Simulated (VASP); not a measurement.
Here is the system:

```
CELL_PARAMETERS angstrom
      0.00000     1.75237     1.75237
      1.75237     0.00000     1.75237
      1.75237     1.75237     0.00000
ATOMIC_POSITIONS crystal
  Cu 0.00000 0.00000 0.00000
```

The numbers are results of PBE GGA with D4 dispersion, VASP's PBE PAW potentials (set 64) (plane waves; VASP 6.6.1), not measurements. Settings: 520 eV cut-off, 17×17×17 Γ-centred mesh, first-order Methfessel-Paxton smearing of 0.10 eV, potentials Cu.

**Question.** Give the stress tensor in GPa (positive for a compressed cell).

**Answer.** 
```
11.32   0.00   0.00
 0.00  11.32   0.00
 0.00   0.00  11.32
```
The pressure is its mean diagonal, 11.32 GPa.

The compound is Cu in the fcc structure. This cell is one point of a volume scan, at 0.94 of the reference volume.
